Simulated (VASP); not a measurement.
# InAs: what each functional gives for the gap, part 2 of 3

Aim: the gap of InAs on one structure at many levels of theory. The starting structure is a measured crystal structure from the Crystallography Open Database. Cell and atoms stay as given. Meshes and data sets differ where the inputs say so.

VASP 6.6.1.

Results so far: LDA no gap; PBE no gap; r2SCAN 0.216 eV.

## (5) Bands with TB-mBJ

Level of this step: TB-mBJ; plane waves and PAW (In_d, As) (VASP).

TB-mBJ is a local potential fitted to gaps: it costs far less than a hybrid but gives no energy. Its energies, forces and stress mean nothing.

Contents of INCAR:

```
SYSTEM = InAs
PREC = Accurate
ENCUT = 350
EDIFF = 1E-06
NELM = 150
ISMEAR = 0
SIGMA = 0.03
LREAL = .FALSE.
ALGO = Normal
METAGGA = MBJ
LASPH = .TRUE.
NBANDS = 21
LORBIT = 11
LWAVE = .FALSE.
LCHARG = .FALSE.
KPAR = 4
```

Contents of POSCAR:

```
InAs
1.0
    0.0000000000      3.0290000000      3.0290000000
    3.0290000000      0.0000000000      3.0290000000
    3.0290000000      3.0290000000      0.0000000000
In As
1 1
Direct
    0.0000000000      0.0000000000      0.0000000000
    0.7500000000      0.7500000000      0.7500000000
```

Contents of KPOINTS:

```
Automatic mesh
0
Gamma
6 6 6
0 0 0
```

Contents of KPOINTS_OPT:

```
Line mode
10
Line-mode
Reciprocal
  0.00000000   0.00000000   0.00000000 GAMMA
  0.50000000   0.00000000   0.50000000 X

  0.50000000   0.00000000   0.50000000 X
  0.50000000   0.25000000   0.75000000 W

  0.50000000   0.25000000   0.75000000 W
  0.37500000   0.37500000   0.75000000 K

  0.37500000   0.37500000   0.75000000 K
  0.00000000   0.00000000   0.00000000 GAMMA

  0.00000000   0.00000000   0.00000000 GAMMA
  0.50000000   0.50000000   0.50000000 L

  0.50000000   0.50000000   0.50000000 L
  0.62500000   0.25000000   0.62500000 U

  0.62500000   0.25000000   0.62500000 U
  0.50000000   0.25000000   0.75000000 W

  0.50000000   0.25000000   0.75000000 W
  0.50000000   0.50000000   0.50000000 L

  0.50000000   0.50000000   0.50000000 L
  0.37500000   0.37500000   0.75000000 K

  0.62500000   0.25000000   0.62500000 U
  0.50000000   0.00000000   0.50000000 X
```

The projector-augmented-wave data sets are In_d and As (PBE family, release 64).

Launch:

```
$ mpirun -np 4 vasp_std
```

The program printed:

```text
[banner, memory and clock lines left out]
running    4 mpi-ranks, on    1 nodes
[...]
[... a notice as in an earlier step ...]

 LDA part: xc-table for (None), standard interpolation
 POSCAR, INCAR and KPOINTS ok, starting setup
[...]
entering main loop
       N       E                     dE             d eps       ncg     rms          rms(c)
DAV:   1     0.516421165018E+03    0.51642E+03   -0.60086E+03   690   0.693E+02
DAV:   2     0.404708308475E+03   -0.11171E+03   -0.10451E+03   727   0.225E+02
DAV:   3     0.395658282317E+03   -0.90500E+01   -0.89872E+01   801   0.638E+01
DAV:   4     0.395398607646E+03   -0.25967E+00   -0.25942E+00   869   0.105E+01
[...]
DAV:  33     0.397416558725E+03   -0.82161E-05   -0.10042E-10   441   0.707E-05    0.678E-05
DAV:  34     0.397416566692E+03    0.79670E-05   -0.74053E-11   431   0.436E-05    0.376E-05
DAV:  35     0.397416567436E+03    0.74402E-06   -0.34138E-11   426   0.396E-05
   1 F= 0.39741657E+03 E0= 0.39741657E+03  d E =-.817562E-21
 Start KPOINTS_OPT (optional k-point list driver)
k-point batch [1-16\100]
       N       E                     dE             ncg
DAV:   1     0.364407409105E+03   -0.51829E+04      705
DAV:   2    -0.145586993091E+04   -0.18203E+04      725
DAV:   3    -0.161839383715E+04   -0.16252E+03      850
DAV:   4    -0.162263526143E+04   -0.42414E+01      850
DAV:   5    -0.162279992389E+04   -0.16466E+00     1072
DAV:   6    -0.162280223287E+04   -0.23090E-02      847
DAV:   7    -0.162280238732E+04   -0.15444E-03     1112
DAV:   8    -0.162280238840E+04   -0.10884E-05      733
DAV:   9    -0.162280238848E+04   -0.78456E-07      631
[...]
k-point batch [97-100\100]
       N       E                     dE             ncg
DAV:   1     0.623297077198E+04   -0.20117E+04      178
DAV:   2     0.579981045701E+04   -0.43316E+03      176
DAV:   3     0.576361197422E+04   -0.36198E+02      224
DAV:   4     0.576264277178E+04   -0.96920E+00      227
DAV:   5     0.576259921552E+04   -0.43556E-01      291
DAV:   6     0.576259894407E+04   -0.27145E-03      251
DAV:   7     0.576259893983E+04   -0.42405E-05      259
DAV:   8     0.576259893973E+04   -0.93611E-07      198
```

The job ended after 22 s (4 MPI ranks of AMD EPYC 9R45, shared host; peak memory 0.62 GiB; 83 s of CPU time).

Parts of OUTCAR (step 5):

```text
  Total      -63.3021970    -63.3021970    -63.3021970      0.0000000      0.0000000      0.0000000
  in kB    -1824.7423423  -1824.7423423  -1824.7423423      0.0000000      0.0000000      0.0000000
  external PRESSURE =   -1824.7423423 kB  Pullay stress =       0.0000000 kB

 POSITION                                       TOTAL-FORCE (eV/Angst)
 -----------------------------------------------------------------------------------
      0.00000      0.00000      0.00000        -0.000000      0.000000      0.000000
      4.54350      4.54350      4.54350         0.000000      0.000000     -0.000000
 -----------------------------------------------------------------------------------
    total drift:                               -0.000160     -0.000160     -0.000160

  FREE ENERGIE OF THE ION-ELECTRON SYSTEM (eV)
  ---------------------------------------------------
  free  energy   TOTEN  =       397.4165674360 eV

  energy  without entropy=      397.4165674360  energy(sigma->0) =      397.41656744

[... 2 parts as in an earlier step ...]

[... 1 further part left out ...]
[key lines of the parts left out:]
E-fermi :   4.6667
```

TB-mBJ gives a direct gap of 0.702 eV.

## (6) Bands with LDA + spin-orbit coupling

Spin-orbit coupling is switched on in this step.

Contents of INCAR:

```
SYSTEM = InAs
PREC = Accurate
ENCUT = 350
EDIFF = 1E-06
NELM = 100
ISMEAR = 0
SIGMA = 0.03
LREAL = .FALSE.
ALGO = Normal
GGA = CA
LNONCOLLINEAR = .TRUE.
MAGMOM = 0 0 0 0 0 0
NBANDS = 30
GGA_COMPAT = .FALSE.
LASPH = .TRUE.
LSORBIT = .TRUE.
LORBIT = 11
LWAVE = .FALSE.
LCHARG = .FALSE.
KPAR = 4
```

POSCAR is that of step 5.

KPOINTS is that of step 5.

KPOINTS_OPT is that of step 5.

PAW data sets: In_d and As (LDA family, release 64).

Launch:

```
$ mpirun -np 4 vasp_ncl
```

The program printed:

```text
[... set-up lines as in an earlier step ...]
 entering main loop
       N       E                     dE             d eps       ncg     rms          rms(c)
DAV:   1     0.137231699636E+03    0.13723E+03   -0.63142E+03  1320   0.101E+03
DAV:   2     0.459012572687E+01   -0.13264E+03   -0.12690E+03  1362   0.297E+02
DAV:   3    -0.884428165283E+01   -0.13434E+02   -0.13252E+02  1636   0.111E+02
DAV:   4    -0.934623864719E+01   -0.50196E+00   -0.50111E+00  1548   0.228E+01
[...]
DAV:  11    -0.905858361698E+01    0.16065E-04   -0.81555E-05  1886   0.174E-01    0.222E-02
DAV:  12    -0.905858558333E+01   -0.19664E-05   -0.16646E-05  1892   0.414E-02    0.163E-02
DAV:  13    -0.905858510075E+01    0.48258E-06   -0.59010E-07  1128   0.971E-03
   1 F= -.90585851E+01 E0= -.90585067E+01  d E =-.156719E-03  mag=    -0.0000     0.0000     0.0000
 Start KPOINTS_OPT (optional k-point list driver)
k-point batch [1-22\100]
       N       E                     dE             ncg
DAV:   1     0.903589569282E+03   -0.70777E+04     1326
DAV:   2    -0.198808489707E+04   -0.28917E+04     1358
DAV:   3    -0.228410148358E+04   -0.29602E+03     1660
DAV:   4    -0.229488831367E+04   -0.10787E+02     1602
DAV:   5    -0.229546210956E+04   -0.57380E+00     2136
DAV:   6    -0.229546811023E+04   -0.60007E-02     1700
DAV:   7    -0.229546838737E+04   -0.27714E-03     1988
DAV:   8    -0.229546839309E+04   -0.57241E-05     1612
DAV:   9    -0.229546839331E+04   -0.21303E-06     1100
[...]
k-point batch [89-100\100]
       N       E                     dE             ncg
DAV:   1     0.469837930872E+04   -0.52984E+04      720
DAV:   2     0.314227971436E+04   -0.15561E+04      734
DAV:   3     0.298226909949E+04   -0.16001E+03      928
DAV:   4     0.297667672523E+04   -0.55924E+01      872
DAV:   5     0.297636948754E+04   -0.30724E+00     1148
DAV:   6     0.297636663706E+04   -0.28505E-02      912
DAV:   7     0.297636648590E+04   -0.15116E-03     1104
DAV:   8     0.297636648315E+04   -0.27455E-05      856
DAV:   9     0.297636648305E+04   -0.99152E-07      626
```

Run time: 35 s. Hardware: 4 MPI ranks; peak memory 0.88 GiB; 2.3 min of CPU time.

From OUTCAR (step 6):

```text
  Total       -0.3323969     -0.3323969     -0.3323969      0.0000000     -0.0000000      0.0000000
  in kB       -9.5816383     -9.5816383     -9.5816383      0.0000000     -0.0000000      0.0000000
  external PRESSURE =      -9.5816383 kB  Pullay stress =       0.0000000 kB

 POSITION                                       TOTAL-FORCE (eV/Angst)
 -----------------------------------------------------------------------------------
      0.00000      0.00000      0.00000         0.000000      0.000000      0.000000
      4.54350      4.54350      4.54350        -0.000000     -0.000000     -0.000000
 -----------------------------------------------------------------------------------
    total drift:                               -0.000000     -0.000000     -0.000000

  FREE ENERGIE OF THE ION-ELECTRON SYSTEM (eV)
  ---------------------------------------------------
  free  energy   TOTEN  =        -9.0585851007 eV

  energy  without entropy=       -9.0584283814  energy(sigma->0) =       -9.05850674

 magnetization (x)
# of ion       s       p       d       tot
------------------------------------------
    1        0.000   0.000   0.000   0.000
    2        0.000  -0.000   0.000  -0.000
--------------------------------------------------
tot          0.000  -0.000   0.000  -0.000

 magnetization (y)
# of ion       s       p       d       tot
------------------------------------------
    1        0.000  -0.000   0.000  -0.000
    2        0.000   0.000   0.000   0.000
--------------------------------------------------
tot          0.000   0.000   0.000   0.000

 magnetization (z)
# of ion       s       p       d       tot
------------------------------------------
    1        0.000   0.000  -0.000   0.000
    2        0.000   0.000   0.000   0.000
--------------------------------------------------
tot          0.000   0.000  -0.000   0.000

[... 1 part as in an earlier step ...]

[... 2 further parts left out ...]
[key lines of the parts left out:]
E-fermi :   4.4046
```

LDA + spin-orbit coupling gives no gap.

## (7) Bands with r2SCAN + spin-orbit coupling

Edit INCAR of step 6 so:

```diff
@@ -9,3 +9,4 @@
 ALGO = Normal
-GGA = CA
+METAGGA = R2SCAN
+LASPH = .TRUE.
 LNONCOLLINEAR = .TRUE.
@@ -14,3 +15,2 @@
 GGA_COMPAT = .FALSE.
-LASPH = .TRUE.
 LSORBIT = .TRUE.
```

POSCAR is that of step 6.

KPOINTS is that of step 6.

KPOINTS_OPT is that of step 6.

PAW data sets: In_d and As (PBE family, release 64).

Launch:

```
$ mpirun -np 4 vasp_ncl
```

The program printed:

```text
[... set-up lines as in an earlier step ...]
 entering main loop
       N       E                     dE             d eps       ncg     rms          rms(c)
DAV:   1     0.108170108317E+03    0.10817E+03   -0.64664E+03  1320   0.104E+03
DAV:   2    -0.273342143316E+02   -0.13550E+03   -0.12962E+03  1362   0.304E+02
DAV:   3    -0.409363447046E+02   -0.13602E+02   -0.13420E+02  1630   0.114E+02
DAV:   4    -0.414426798177E+02   -0.50634E+00   -0.50553E+00  1554   0.231E+01
[...]
DAV:  11    -0.380795920850E+02   -0.42397E-05   -0.11884E-04  1770   0.140E-01    0.603E-02
DAV:  12    -0.380795981204E+02   -0.60354E-05   -0.95681E-06  1520   0.274E-02    0.133E-02
DAV:  13    -0.380795984219E+02   -0.30151E-06   -0.16821E-06  1544   0.163E-02
   1 F= -.38079598E+02 E0= -.38079594E+02  d E =-.893474E-05  mag=    -0.0000     0.0000     0.0000
 Start KPOINTS_OPT (optional k-point list driver)
k-point batch [1-22\100]
       N       E                     dE             ncg
DAV:   1     0.828835908341E+03   -0.71525E+04     1326
DAV:   2    -0.212868547449E+04   -0.29575E+04     1352
DAV:   3    -0.243077196765E+04   -0.30209E+03     1624
DAV:   4    -0.244176869662E+04   -0.10997E+02     1608
DAV:   5    -0.244245758749E+04   -0.68889E+00     2318
DAV:   6    -0.244246298585E+04   -0.53984E-02     1664
DAV:   7    -0.244246326603E+04   -0.28019E-03     2104
DAV:   8    -0.244246327059E+04   -0.45544E-05     1558
DAV:   9    -0.244246327081E+04   -0.22212E-06     1124
[...]
k-point batch [89-100\100]
       N       E                     dE             ncg
DAV:   1     0.465595346527E+04   -0.53408E+04      720
DAV:   2     0.306453193000E+04   -0.15914E+04      726
DAV:   3     0.290033073579E+04   -0.16420E+03      928
DAV:   4     0.289470582617E+04   -0.56249E+01      868
DAV:   5     0.289433397916E+04   -0.37185E+00     1252
DAV:   6     0.289433236657E+04   -0.16126E-02      898
DAV:   7     0.289433227882E+04   -0.87752E-04     1078
DAV:   8     0.289433227686E+04   -0.19608E-05      784
DAV:   9     0.289433227672E+04   -0.13324E-06      586
```

The job ended after 3.1 min (4 MPI ranks; peak memory 1.1 GiB; 12 min of CPU time).

From OUTCAR (step 7):

```text
  Total        0.4329146      0.4329146      0.4329146     -0.0000000     -0.0000000      0.0000000
  in kB       12.4791501     12.4791501     12.4791501     -0.0000000     -0.0000000      0.0000000
  external PRESSURE =      12.4791501 kB  Pullay stress =       0.0000000 kB

 POSITION                                       TOTAL-FORCE (eV/Angst)
 -----------------------------------------------------------------------------------
      0.00000      0.00000      0.00000         0.000000      0.000000      0.000000
      4.54350      4.54350      4.54350        -0.000000     -0.000000     -0.000000
 -----------------------------------------------------------------------------------
    total drift:                                0.000000      0.000000      0.000000

  FREE ENERGIE OF THE ION-ELECTRON SYSTEM (eV)
  ---------------------------------------------------
  free  energy   TOTEN  =       -38.0795984219 eV

  energy  without entropy=      -38.0795894872  energy(sigma->0) =      -38.07959395

 magnetization (x)
# of ion       s       p       d       tot
------------------------------------------
    1       -0.000   0.000  -0.000   0.000
    2        0.000  -0.000   0.000  -0.000
--------------------------------------------------
tot         -0.000   0.000  -0.000  -0.000

 magnetization (y)
# of ion       s       p       d       tot
------------------------------------------
    1       -0.000   0.000  -0.000   0.000
    2        0.000   0.000  -0.000  -0.000
--------------------------------------------------
tot         -0.000   0.000  -0.000   0.000

 magnetization (z)
# of ion       s       p       d       tot
------------------------------------------
    1       -0.000  -0.000  -0.000  -0.000
    2       -0.000  -0.000   0.000  -0.000
--------------------------------------------------
tot         -0.000  -0.000  -0.000  -0.000

[... 2 parts as in an earlier step ...]

[... 1 further part left out ...]
[key lines of the parts left out:]
E-fermi :   4.3899
```

r2SCAN + spin-orbit coupling gives a direct gap of 0.107 eV. Read at the sampled points alone, a gap this small can hide bands that cross between them, as inverted bands do. The least gap is -0.108 eV from that of r2SCAN.

## (8) Bands with TB-mBJ + spin-orbit coupling

Edit INCAR of step 7 so:

```diff
@@ -4,3 +4,3 @@
 EDIFF = 1E-06
-NELM = 100
+NELM = 150
 ISMEAR = 0
@@ -9,3 +9,3 @@
 ALGO = Normal
-METAGGA = R2SCAN
+METAGGA = MBJ
 LASPH = .TRUE.
```

POSCAR is that of step 7.

KPOINTS is that of step 7.

KPOINTS_OPT is that of step 7.

Launch:

```
$ mpirun -np 4 vasp_ncl
```

The program printed:

```text
[... set-up lines as in an earlier step ...]
 entering main loop
       N       E                     dE             d eps       ncg     rms          rms(c)
DAV:   1     0.538445185122E+03    0.53845E+03   -0.62089E+03  1320   0.100E+03
DAV:   2     0.408135974082E+03   -0.13031E+03   -0.12460E+03  1362   0.291E+02
DAV:   3     0.395811390796E+03   -0.12325E+02   -0.12163E+02  1644   0.107E+02
DAV:   4     0.395366888582E+03   -0.44450E+00   -0.44397E+00  1602   0.210E+01
[...]
DAV:  36     0.397365288231E+03   -0.34834E-04   -0.11642E-09   750   0.287E-04    0.332E-04
DAV:  37     0.397365275876E+03   -0.12355E-04   -0.75609E-10   750   0.303E-04    0.268E-04
DAV:  38     0.397365276767E+03    0.89140E-06   -0.37149E-10   750   0.157E-04
   1 F= 0.39736528E+03 E0= 0.39736528E+03  d E =-.123935E-11  mag=     0.0000     0.0000    -0.0000
 Start KPOINTS_OPT (optional k-point list driver)
k-point batch [1-22\100]
       N       E                     dE             ncg
DAV:   1     0.900020056635E+03   -0.70813E+04     1326
DAV:   2    -0.195631269927E+04   -0.28563E+04     1368
DAV:   3    -0.225335267350E+04   -0.29704E+03     1618
DAV:   4    -0.226453037317E+04   -0.11178E+02     1692
DAV:   5    -0.226540597955E+04   -0.87561E+00     2512
DAV:   6    -0.226541423915E+04   -0.82596E-02     1964
DAV:   7    -0.226541444025E+04   -0.20110E-03     2264
DAV:   8    -0.226541445207E+04   -0.11821E-04     1974
DAV:   9    -0.226541445231E+04   -0.23391E-06     1232
[...]
k-point batch [89-100\100]
       N       E                     dE             ncg
DAV:   1     0.469115562916E+04   -0.53056E+04      720
DAV:   2     0.315863329332E+04   -0.15325E+04      720
DAV:   3     0.299956127038E+04   -0.15907E+03      928
DAV:   4     0.299403298812E+04   -0.55283E+01      900
DAV:   5     0.299355596155E+04   -0.47703E+00     1326
DAV:   6     0.299355284211E+04   -0.31194E-02     1042
DAV:   7     0.299355271481E+04   -0.12730E-03     1282
DAV:   8     0.299355271197E+04   -0.28401E-05     1012
DAV:   9     0.299355271185E+04   -0.12067E-06      674
```

It took 89 s on 4 MPI ranks; peak memory 1.1 GiB; 5.9 min of CPU time.

Parts of OUTCAR (step 8):

```text
  Total      -63.3315879    -63.3315879    -63.3315879     -0.0000000      0.0000000      0.0000000
  in kB    -1825.5895623  -1825.5895623  -1825.5895623     -0.0000000      0.0000000      0.0000000
  external PRESSURE =   -1825.5895623 kB  Pullay stress =       0.0000000 kB

  FREE ENERGIE OF THE ION-ELECTRON SYSTEM (eV)
  ---------------------------------------------------
  free  energy   TOTEN  =       397.3652767673 eV

  energy  without entropy=      397.3652767673  energy(sigma->0) =      397.36527677

 magnetization (x)
# of ion       s       p       d       tot
------------------------------------------
    1       -0.000  -0.000  -0.000  -0.000
    2       -0.000  -0.000   0.000  -0.000
--------------------------------------------------
tot         -0.000  -0.000  -0.000  -0.000

 magnetization (y)
# of ion       s       p       d       tot
------------------------------------------
    1       -0.000   0.000   0.000  -0.000
    2        0.000   0.000   0.000   0.000
--------------------------------------------------
tot         -0.000   0.000   0.000  -0.000

 magnetization (z)
# of ion       s       p       d       tot
------------------------------------------
    1       -0.000  -0.000   0.000  -0.000
    2       -0.000  -0.000  -0.000  -0.000
--------------------------------------------------
tot         -0.000  -0.000   0.000  -0.000

[... 3 parts as in an earlier step ...]

[... 1 further part left out ...]
[key lines of the parts left out:]
E-fermi :   4.7064
```

TB-mBJ + spin-orbit coupling gives a direct gap of 0.599 eV. The least gap is -0.103 eV from that of TB-mBJ.

(Continued in part 3 of 3.)

[Lines on the potential files, build, host, timing and source positions are cut from VASP's logs without a mark.]

[Logs are printed without paths, hosts, clocks, repeated set-up lines and the standing remarks that a program may print on its own settings, such as how far it seeks lower states.]

[Hosts, paths, dates, database ids (printed as entryN), source tags and the programs' standing remarks are cut or masked in the printed files.]
